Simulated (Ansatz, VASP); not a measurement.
# Mg17Ti7O32 (Mg_Ti): VASP beside Ansatz, part 2 of 2

Aim: how closely do two programs agree when they are given the same cell, functional and k mesh?  The structure shown is the end of the VASP relaxation below.

VASP 6.6.1 and Ansatz 0.2.0.

So far: Set-up; VASP: relaxation, PBEsol.

**3. Ansatz: single point, PBEsol**

Level of this step: Ansatz beside VASP: Kohn-Sham DFT, plane waves, PBEsol (Ansatz).

Ansatz runs on its default PAW (the set named soft_2) files.

The same cell, functional, mesh and smearing now go to Ansatz, which takes its cutoff from its data sets.

The input, input.yaml:

```yaml
crystal:
  lattice:
    - [5.94308686, 5.96468423, 0.0]
    - [-5.94308686, 5.96468423, 0.0]
    - [0.0, 0.0, 8.47235171]
  atoms:
    - { symbol: Mg, position: [0.37798357, 0.37791003, 0.13872331] }
    - { symbol: Mg, position: [0.37578216, 0.87775455, 0.63322582] }
    - { symbol: Mg, position: [0.87791678, 0.37562889, 0.63337489] }
    - { symbol: Mg, position: [0.8761303, 0.87610564, 0.13537191] }
    - { symbol: Mg, position: [0.25044195, 0.00033151, 0.25252742] }
    - { symbol: Mg, position: [0.25458761, 0.50014243, 0.74790434] }
    - { symbol: Mg, position: [0.75005116, 5.87e-06, 0.74776216] }
    - { symbol: Mg, position: [0.74629724, 0.50030619, 0.25224568] }
    - { symbol: Mg, position: [0.00078638, 0.25000451, 0.25228924] }
    - { symbol: Mg, position: [0.99976779, 0.75023296, 0.74788172] }
    - { symbol: Mg, position: [0.49977204, 0.25472053, 0.74816397] }
    - { symbol: Mg, position: [0.50081206, 0.74567886, 0.25187741] }
    - { symbol: Mg, position: [0.12454624, 0.12429783, 0.86462939] }
    - { symbol: Mg, position: [0.12247792, 0.62470633, 0.36687824] }
    - { symbol: Mg, position: [0.62462755, 0.12253926, 0.36684108] }
    - { symbol: Mg, position: [0.62270701, 0.62250389, 0.86161154] }
    - { symbol: Mg, position: [0.50049557, 0.50039788, 0.50009782] }
    - { symbol: Ti, position: [0.25637326, 0.2563377, 0.49963957] }
    - { symbol: Ti, position: [0.25067715, 0.74947894, 0.00010214] }
    - { symbol: Ti, position: [0.74940877, 0.25068848, 0.00017343] }
    - { symbol: Ti, position: [0.74429002, 0.7442785, 0.50043362] }
    - { symbol: Ti, position: [0.00032961, 0.00029679, 0.50013069] }
    - { symbol: Ti, position: [0.00033901, 0.49983098, 0.99998538] }
    - { symbol: Ti, position: [0.50008601, 5.844e-05, 3.12e-06] }
    - { symbol: O, position: [0.00971179, 0.23533255, 0.49674558] }
    - { symbol: O, position: [0.01206618, 0.73818721, 0.9973107] }
    - { symbol: O, position: [0.51328737, 0.23666868, 0.99917551] }
    - { symbol: O, position: [0.51742212, 0.7524416, 0.49617749] }
    - { symbol: O, position: [0.23536498, 0.00964882, 0.49696208] }
    - { symbol: O, position: [0.23681054, 0.51316122, 0.99896964] }
    - { symbol: O, position: [0.73828463, 0.01199185, 0.99716659] }
    - { symbol: O, position: [0.75258728, 0.51735917, 0.49655326] }
    - { symbol: O, position: [0.00837629, 0.0080213, 0.26937455] }
    - { symbol: O, position: [0.00897904, 0.50769838, 0.77313961] }
    - { symbol: O, position: [0.50742754, 0.00912756, 0.77309432] }
    - { symbol: O, position: [0.51120243, 0.51070441, 0.2621995] }
    - { symbol: O, position: [0.24192335, 0.2414686, 0.26890874] }
    - { symbol: O, position: [0.24233003, 0.74532713, 0.77240565] }
    - { symbol: O, position: [0.74513033, 0.24247728, 0.7724841] }
    - { symbol: O, position: [0.74574247, 0.74534872, 0.26996804] }
    - { symbol: O, position: [0.25494945, 0.25523118, 0.73010942] }
    - { symbol: O, position: [0.25535146, 0.75781135, 0.2276895] }
    - { symbol: O, position: [0.7582015, 0.2549735, 0.22781239] }
    - { symbol: O, position: [0.7586377, 0.75892767, 0.73123967] }
    - { symbol: O, position: [0.24815524, 0.48326982, 0.50355999] }
    - { symbol: O, position: [0.26198845, 0.98824404, 0.00298244] }
    - { symbol: O, position: [0.76383499, 0.4870219, 0.00115932] }
    - { symbol: O, position: [0.7651675, 0.99092473, 0.50332057] }
    - { symbol: O, position: [0.48962179, 0.48972975, 0.73794621] }
    - { symbol: O, position: [0.4929446, 0.99124477, 0.22700882] }
    - { symbol: O, position: [0.99168443, 0.49249351, 0.22695747] }
    - { symbol: O, position: [0.99214377, 0.99232498, 0.73089556] }
    - { symbol: O, position: [0.48328461, 0.24812965, 0.50386096] }
    - { symbol: O, position: [0.48711217, 0.76366788, 0.00095604] }
    - { symbol: O, position: [0.98841155, 0.26185087, 0.00281625] }
    - { symbol: O, position: [0.99089157, 0.7652056, 0.50346523] }
total_charge: -2
hamiltonian:
  xc: pbesol
  pseudopotentials: { kind: paw }
kpoints:
  mp_grid: { grid: [2, 2, 2] }
scf:
  occupations: { method: gaussian, width: 0.05 }
  n_extra_bands: 18
output:
  forces: true
  eigenvalues: true
```

Command:

```bash
$ ansatz run input.yaml --threads 8 --pin off --max-ram 18432MiB --backend cpu --events-out ev --progress --plain --runs-dir out
```

Numbers of over 12 decimals in the logs are rounded to 6 here.

The program printed:

```text
scf.n_extra_bands = 18 over 224 filled bands (N_el = 448.0): the run solves 242 bands
Engine: ansatz 0.2.0, aarch64-unknown-linux-gnu
Pseudopotentials: kind: paw
Pseudopotential: Mg, paw, valence charge 10, recommended cutoff 420 eV (normal), Mg.paw.azcp
Pseudopotential: Ti, paw, valence charge 12, recommended cutoff 420 eV (normal), Ti.paw.azcp
Pseudopotential: O, paw, valence charge 6, recommended cutoff 420 eV (normal), O.paw.azcp
Functional definition: PBEsol
  exchange = pbesol_x
  correlation = pbesol_c
Crystal: 56 atoms, lattice volume = 600.667 Å³
Basis set: ecut = 420 eV, 11741 PW (Γ), exchange–correlation on 120×120×120 points (8 copies of the dense FFT grid, shifted against one another)
Bands: 242, of which v1, the nominal top of the filled ones, is band 224 counted from 1 (223 counted from 0)
Symmetry: 1 space group operations
Space group: P1 (ITA 1), of the structure as read, at distance tolerance 8.4e-5 Å
k-points: 8
Non-local potential: Mg, projectors of the file, l = 0: 3, l = 1: 2, l = 2: 1
Non-local potential: Ti, projectors of the file, l = 0: 3, l = 1: 2, l = 2: 3, l = 3: 1
Non-local potential: O, projectors of the file, l = 0: 2, l = 1: 2, l = 2: 1
PAW form: soft (Blöchl's): semilocal exchange-correlation on the pseudo side does not see the compensation charge
PAW frozen core: Mg, regenerated for the run's functional, and the local potential with it (the file was generated under x = pbe(κ = 0.804, μ = 0.219515), c = pbe(β = 0.066725))
PAW frozen core: Ti, regenerated for the run's functional, and the local potential with it (the file was generated under x = pbe(κ = 0.804, μ = 0.219515), c = pbe(β = 0.066725))
PAW frozen core: O, regenerated for the run's functional, and the local potential with it (the file was generated under x = pbe(κ = 0.804, μ = 0.219515), c = pbe(β = 0.066725))
PAW one-centre angular grid: Mg, 110 points (default); XC on 64 Gauss nodes
PAW one-centre angular grid: Ti, 590 points (default); XC on 64 Gauss nodes
PAW one-centre angular grid: O, 110 points (default); XC on 64 Gauss nodes
Initial density: superposition of atomic densities (neutral atoms scaled as one to the charged cell's electrons: chi_scale 0, normalization atom), corrected by the library's trained network
Initial wavefunctions: pseudopotential atomic-orbital guess
Functional: x = pbesol(κ = 0.804, μ = 0.123457), c = pbesol(β = 0.046)
SCF iter   1: F=—  HF=-67831.717259 eV  |F-HF|=—  |Δ(HF+E_count)|=         —  Δρ=2.08e-2  dr2=1.77e0  ethr=1.77e-3  ⟨swp⟩=5.5  Hψ=6979  notcnv=0
preconditioner: auto → Resta (q_TF=auto, 2.598 Å⁻¹)  ε∞=8.1  [insulator: Δε(μ)=2.372 eV  Ē_g=9.116 eV  σ=0.050 eV  W_gap=1.00  n_scr=178 (ndim 8)  ℏωp=24.2 eV  f_vac=0.035  D(μ)=0.00/eV (n_scr^D=0)  ε∞_Penn≈8.1]
SCF iter   2: F=—  HF=-67831.123792 eV  |F-HF|=—  |Δ(HF+E_count)|=   5.93e-1  Δρ=6.96e-3  dr2=2.72e-1  ethr=3.96e-4  ⟨swp⟩=2.0  Hψ=3578  notcnv=0  defer=92
SCF iter   3: F=—  HF=-67831.056796 eV  |F-HF|=—  |Δ(HF+E_count)|=   6.70e-2  Δρ=3.31e-3  dr2=7.70e-2  ethr=6.07e-5  ⟨swp⟩=2.6  Hψ=3682  notcnv=0  defer=92
SCF iter   4: F=—  HF=-67831.044549 eV  |F-HF|=—  |Δ(HF+E_count)|=   1.22e-2  Δρ=1.42e-3  dr2=1.57e-2  ethr=1.72e-5  ⟨swp⟩=2.0  Hψ=2664  notcnv=0  defer=92
SCF iter   5: F=—  HF=-67831.041772 eV  |F-HF|=—  |Δ(HF+E_count)|=   2.78e-3  Δρ=5.20e-4  dr2=1.94e-3  ethr=3.50e-6  ⟨swp⟩=2.0  Hψ=2628  notcnv=0  defer=92
SCF iter   6: F=—  HF=-67831.041634 eV  |F-HF|=—  |Δ(HF+E_count)|=   1.37e-4  Δρ=2.60e-4  dr2=4.60e-4  ethr=4.34e-7  ⟨swp⟩=2.1  Hψ=2863  notcnv=0  defer=92
SCF iter   7: F=—  HF=-67831.041635 eV  |F-HF|=—  |Δ(HF+E_count)|=   7.94e-7  Δρ=9.60e-5  dr2=7.78e-5  ethr=1.03e-7  ⟨swp⟩=2.0  Hψ=2774  notcnv=0  defer=92
SCF iter   8: F=—  HF=-67831.038696 eV  |F-HF|=—  |Δ(HF+E_count)|=   2.94e-3  Δρ=5.46e-5  dr2=2.38e-5  ethr=1.74e-8  ⟨swp⟩=2.0  Hψ=3664  notcnv=0  defer=92
SCF iter   9: F=—  HF=-67831.038695 eV  |F-HF|=—  |Δ(HF+E_count)|=   1.05e-6  Δρ=2.08e-5  dr2=3.43e-6  ethr=5.30e-9  ⟨swp⟩=2.0  Hψ=2944  notcnv=0  defer=92
SCF iter  10: F=—  HF=-67831.038695 eV  |F-HF|=—  |Δ(HF+E_count)|=   1.67e-7  Δρ=1.14e-5  dr2=9.74e-7  ethr=7.66e-10  ⟨swp⟩=2.0  Hψ=2852  notcnv=0  defer=92
SCF iter  11: F=—  HF=-67831.038695 eV  |F-HF|=—  |Δ(HF+E_count)|=   5.31e-8  Δρ=4.61e-6  dr2=1.85e-7  ethr=2.17e-10  ⟨swp⟩=2.1  Hψ=2771  notcnv=0  defer=92
SCF iter  12: F=-67831.038695 eV  HF=-67831.038695 eV  |F-HF|=9.56e-9  |Δ(HF+E_count)|=   4.13e-9  Δρ=2.04e-6  dr2=3.19e-8  ethr=2.23e-11  ⟨swp⟩=8.2  Hψ=6760  notcnv=0
SCF 1 converged in 12 iterations: F = -67831.038695 eV  dr2 = 3.19e-8
  greatest PAW one-centre occupation: 1.000 electrons in one spin orbital (limit 2), on the Mg atom at site 12 (counted from 0), in its partial waves of l = 0
SCF converged after 12 iterations
Free energy (F): -67831.038695 eV
Harris-Foulkes:  -67831.038695 eV  (|F-HF|=9.56e-9)
Internal energy: -67831.038695 eV  (E = F + TS)
E sigma→0 (E₀):  -67831.038695 eV
Fermi energy:    8.188769 eV
--- Per-component energies (eV) ---
  E_band       = -6867.411628
  E_kinetic    = 8883.095356
  E_local      = -42518.338699  (includes V_loc(G=0)·N_el)
  E_nonlocal   = 3201.084122
  E_hartree    = 15430.850418
  E_xc         = -3554.773304
  E_vxc        = -4553.154867  (∫ρ·V_xc dr)
  E_paw        = -16788.970787  (= ΣΔE_a)
  E_vpaw       = -2741.875969  (= ΣTr[D̂ρ^β])
  E_aug_tail   = 0.080533  (compensation charges beyond the density's cutoff)
  E_ewald      = -32487.171896
  E_core_change = 3.105562  (= ΣΔE_core)
  E_smearing   = -0.000000  (= −TS)
  E_closure    = 0.000000  (closes the sum)
  E_deformation_potential = -33.480700  (in the stress; not in F)
  Σ components = -67831.038695   (vs F -67831.038695, Δ=0.00e0)
--- Forces (eV/Å), atoms counted from 1 ---
  atom   1  Mg    -0.00175965     0.00057245    -0.00179049
  atom   2  Mg     0.02044524    -0.00413494    -0.00425519
  atom   3  Mg    -0.01696689    -0.00507821    -0.00710127
  atom   4  Mg     0.00137419    -0.01632713    -0.01167057
  atom   5  Mg     0.01236733     0.00385435    -0.01496962
  atom   6  Mg     0.00028026     0.00007762    -0.02466289
  atom   7  Mg    -0.01033309    -0.00239747     0.00745140
  atom   8  Mg    -0.00864765    -0.00601528     0.02262100
  atom   9  Mg    -0.01850135     0.00283083    -0.01421833
  atom  10  Mg     0.01225384    -0.00222848     0.01203591
  atom  11  Mg     0.01047101     0.00713397    -0.02792767
  atom  12  Mg    -0.00833120    -0.00460924     0.02667814
  atom  13  Mg    -0.00361704     0.01594533     0.01065830
  atom  14  Mg     0.01513487     0.00607513    -0.00004379
  atom  15  Mg    -0.01434067     0.00784803     0.00985003
  atom  16  Mg    -0.00001675    -0.00126519    -0.00116352
  atom  17  Mg     0.00168471    -0.01491939    -0.00073137
  atom  18  Ti    -0.00035490     0.34554157     0.03684666
  atom  19  Ti     0.04679293    -0.00356458     0.00058430
  atom  20  Ti    -0.04610167     0.00876530    -0.00264190
  atom  21  Ti     0.00016308    -0.33040614    -0.03468015
  atom  22  Ti    -0.00379536    -0.00926997     0.00607077
  atom  23  Ti    -0.00385076    -0.00463936     0.00315255
  atom  24  Ti     0.00479836    -0.00427767     0.00235573
[...]
atom  49  O     -0.00174941     0.01792514     0.02593640
  atom  50  O     -0.01189930     0.03529462    -0.29394816
  atom  51  O      0.00185636     0.04218678    -0.28205475
  atom  52  O      0.00304325     0.03867232    -0.24583510
  atom  53  O     -0.24945162    -0.24279672    -0.02399613
  atom  54  O     -0.27184348    -0.00015966    -0.00672410
  atom  55  O     -0.25444554     0.00065037    -0.00276918
  atom  56  O     -0.21481363     0.07714490    -0.00960994
  max |Σ_I F_I| component: 1.92e-6 eV/Å
--- Band table (eV; the first three rows and the last of 8) ---
  k-point 0: bands = [... 220 lower, 6.8865, 6.9103, 7.0454, 7.0481, 9.3093, 10.0777, 10.1358, 10.2032, ... 14 higher]
  k-point 1: bands = [... 220 lower, 6.8048, 6.9324, 6.9818, 7.0191, 9.3190, 10.1171, 10.2143, 10.2155, ... 14 higher]
  k-point 2: bands = [... 220 lower, 6.8533, 6.8948, 6.9217, 6.9890, 9.6959, 9.7016, 10.1069, 10.1573, ... 14 higher]
  k-point 7: bands = [... 220 lower, 6.8656, 6.9696, 6.9792, 7.0385, 9.5056, 10.0420, 10.0670, 10.1108, ... 14 higher]
```

The job ended after 18 s (8 threads of Arm Neoverse V2, shared host; peak memory 5 GiB; 2.2 min of CPU time).

**4. Differences**

Known differences besides the PAW data sets themselves: the data sets hold 448 valence electrons in Ansatz (default PAW (the set named soft_2) files) and 256 in VASP; the cutoff is 420 eV in Ansatz and 400 eV in VASP (PREC = Normal, projectors in real space); Ansatz makes its cores anew for this functional, VASP keeps those of its PBE data sets; VASP leaves aspherical gradient terms in its spheres out (LASPH is not set), Ansatz keeps them. Total energies have different zeros and are not compared.

The two programs side by side:

| quantity | Ansatz | VASP | difference |
| --- | --- | --- | --- |
| gap on the k mesh (eV) | 2.241 | 2.092 | +0.149 |

At this near-relaxed geometry the largest component of a force difference is 338 meV/Å.

**5. Further runs**

The difference is large enough to ask for its cause, so further runs change the set-up of one program at a time, as the table lists.

| run | r.m.s. force difference (meV/Å) |
| --- | --- |
| as above | 122 |
| cores kept as stored, as VASP does, whose cores stay as stored | 119 |
| Ansatz's larger PAW set (cutoff 910 eV) | 120 |
| norm-conserving potentials (cutoff 1143 eV) | 135 |

**6. Outcome**

```
r.m.s. force difference (single point, PBEsol)         : 122 meV/Å
difference in gap on the k mesh (single point, PBEsol) : 0.15 eV
```

In words: The r.m.s. force difference is 122 meV/Å (single point, PBEsol), beyond the 12 meV/Å picked in this series as the mark of a large difference. Also far apart in the single point, PBEsol pair: the difference in gap on the k mesh, 0.15 eV. For single point, PBEsol: no further run halves the r.m.s. force difference; only Ansatz's side was varied, and Ansatz's runs with other potentials lie closer to each other than to VASP, which for this quantity points to VASP's side; this was not tested here. Differences of this kind measure data sets and numerical settings, not the functional's error against experiment.

[Lines on the potential files, build, host, timing and source positions are cut from VASP's logs without a mark.]

[Logs are printed without paths, hosts, clocks, repeated set-up lines and the standing remarks that a program may print on its own settings, such as how far it seeks lower states.]

[Hosts, paths, dates, database ids (printed as entryN), source tags and the programs' standing remarks are cut or masked in the printed files.]
